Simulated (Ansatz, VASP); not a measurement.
## Cu3Pt in VASP and in Ansatz

File INCAR:

```
PREC = Accurate ; ENCUT = 600
EDIFF = 1E-6 ; ISMEAR = -1
SIGMA = 0.15 ; LREAL = False
LASPH = True ; NELM = 80
ALGO = Fast ; ISIF = 3
LWAVE = False ; LCHARG = False
GGA = CA ; IBRION = 2
NSW = 80 ; EDIFFG = -0.001
```

File KPOINTS:

```
regular mesh
0
Gamma
  12 12 12
```

The input POSCAR:

```
Cu3Pt
1.0
    3.6289058916      0.0000000000      0.0000000000
    0.0000000000      3.6289058916      0.0000000000
    0.0000000000      0.0000000000      3.6289058916
Cu Pt
3 1
Direct
    0.0000000000      0.5000000000      0.5000000000
    0.5000000000      0.0000000000      0.5000000000
    0.5000000000      0.5000000000      0.0000000000
    0.0000000000      0.0000000000      0.0000000000
```

Input for Ansatz:

```yaml
crystal:
  lattice:
    - [3.6289058916, 0.0, 0.0]
    - [0.0, 3.6289058916, 0.0]
    - [0.0, 0.0, 3.6289058916]
  atoms:
    - { symbol: Cu, position: [0.0, 0.5, 0.5] }
    - { symbol: Cu, position: [0.5, 0.0, 0.5] }
    - { symbol: Cu, position: [0.5, 0.5, 0.0] }
    - { symbol: Pt, position: [0.0, 0.0, 0.0] }
basis:
  ecutwfc: 420
kpoints:
  mp_grid: { grid: [12, 12, 12] }
hamiltonian:
  xc: lda
scf:
  occupations: { method: fermi_dirac, width: 0.15 }
output:
  forces: true
  stress: true
  eigenvalues: true
relax:
  adjacent_minimum: "off"
  f_tol: 0.001
  max_steps: 60
  cell: { stress_tol: 0.01 }
```

Alike in both runs: task relaxation of cell and atoms; functional LDA; k mesh 12 × 12 × 12; occupations fermi-dirac, width 0.15 eV; no spin polarisation.

|  | VASP | Ansatz |
| --- | --- | --- |
| version | VASP 6.6.1 | Ansatz 0.2.0 |
| potentials or method | VASP PAW LDA potentials, release 64 (Cu, Pt) | scalar-relativistic, plane waves, PAW |
| plane-wave cutoff (eV) | 600 | 420 |
| valence electrons in the cell | 43 | 75 |

```tsv
	VASP	Ansatz	Ansatz less VASP
gap on the k mesh at the Fermi level, each at its own relaxed structure (eV)	none	none	-
relaxed volume (Å³/atom)	12.00	11.95	-0.044
relaxed cell length with the largest relative difference (Å)	3.634	3.630	-0.0045
```

A gap of «none» marks a metal or a gap that the smearing closes. The two sets of potentials don't hold the same shells in valence.

The runs have no spin-orbit coupling, so splittings on Pt are missing.
